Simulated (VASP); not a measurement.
Relaxed, unreconstructed slabs of MgO (rock salt). Level of theory: PBEsol GGA, VASP's PBE PAW potentials (set 64) (plane waves; VASP).

Slab and bulk use different k-meshes, so the surface energy is good to a few per cent at best.

**Question.** Order the faces (110) [16 atoms], (100) [12 atoms] by surface energy, lowest first.

**Answer.** (100) [12 atoms] (1.03 J/m²), (110) [16 atoms] (2.36 J/m²)

Runs of the series that failed, ran out of time, didn't relax or are held back are left out, and each face is given by its thickest slab.

The cell is a thin slab with vacuum, built from MgO (rock salt).
